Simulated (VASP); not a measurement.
A cell of CeO₂ (fluorite) near equilibrium:

```
CELL_PARAMETERS angstrom
      0.00000     2.71741     2.71741
      2.71741     0.00000     2.71741
      2.71741     2.71741     0.00000
ATOMIC_POSITIONS crystal
  Ce 0.00000 0.00000 0.00000
  O  0.25000 0.25000 0.25000
  O  0.75000 0.75000 0.75000
```

Computed with r2SCAN meta-GGA, VASP's PBE PAW potentials (set 64) (plane waves; VASP).

| run | ΔE (meV/atom) | σxx | σyy | σzz | largest shear component, with its sign (GPa) | largest force (eV/Å) | gap (eV) |
|---|---|---|---|---|---|---|---|
| as it is | 0.0 | 0.05 | 0.05 | 0.05 | 0.00 | 0.000 | 2.28 |
| after one change | 0.7 | 0.10 | 0.10 | 0.08 | 0.00 | 0.177 | 2.29 |
Stress is in GPa, positive when the cell is compressed; gaps are those on the k-mesh, and 0.00 means metallic.

What was changed between the two runs?
A. uniaxial strain of +2.0 % along z
B. atom 1 (Ce) moved by 0.025 Å along z
C. shear strain γ_xy = -3.0 %
D. shear strain γ_xz = -1.5 %

B, atom 1 (Ce) moved by 0.025 Å along z

The compound is CeO2 in the fluorite structure. The run is not spin-polarised, so no magnetic state was tried.
